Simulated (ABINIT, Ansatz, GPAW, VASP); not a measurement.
**One structure in several programs: Fe (Im-3m, 1 atom in the cell)**

Self-consistent single point.

```
Fe
1.0
   -1.43500     1.43500     1.43500
    1.43500    -1.43500     1.43500
    1.43500     1.43500    -1.43500
Fe
1
Direct
  0.00000   0.00000   0.00000
```
Moments meant for the start (each program seeds them in its own way; μB, in the order of the atoms Fe): 2.5.

Shared settings, as Ansatz (a first-principles code) writes them: kpoints.mp_grid.grid = 11 11 11; scf.occupations.method = fermi_dirac; scf.occupations.width = 0.1 eV. Potentials and cutoffs stand in the table.

```tsv
code	model	pressure (GPa)	size of the net moment (μB/atom)	cutoff
VASP	PBEsol, VASP's PBE PAW potentials (set 64)	-15.33	2.27	300 eV
ABINIT	PBEsol, PAW (JTH v2.0 PBE PAW, files made for PBE)	-15.98	2.26	30 Ha
GPAW	PBEsol, GPAW PAW datasets PBEsol (made by gpaw-setup)	-13.62	2.26	800 eV
Ansatz	PBEsol, default PAW files made with PBE	-15.30	2.26	default
```

On Ansatz's run: with one magnetic atom in the cell only a parallel order is possible.

The spread over the programs that give each value: pressure within 2.36 GPa; size of the net moment within 0.01 μB/atom.

Ansatz's pressure is given at a fixed set of plane waves, as the other plane-wave codes print theirs; with its correction for the finite basis it is -15.21 GPa. In the pressure, GPAW (by 1.70) lies more than 1 GPa from the median of the plane-wave programs.

VASP's run is marked for a possible Pulay error in its stress at this cutoff; no cutoff test was made.

The starting cell has typed, rounded lattice constants, without a prior relaxation at this level.

Left out of this page: Quantum ESPRESSO, Elk, FLEUR and SIESTA (not drawn, or without a comparable value).

Keys are those of Ansatz 0.2.
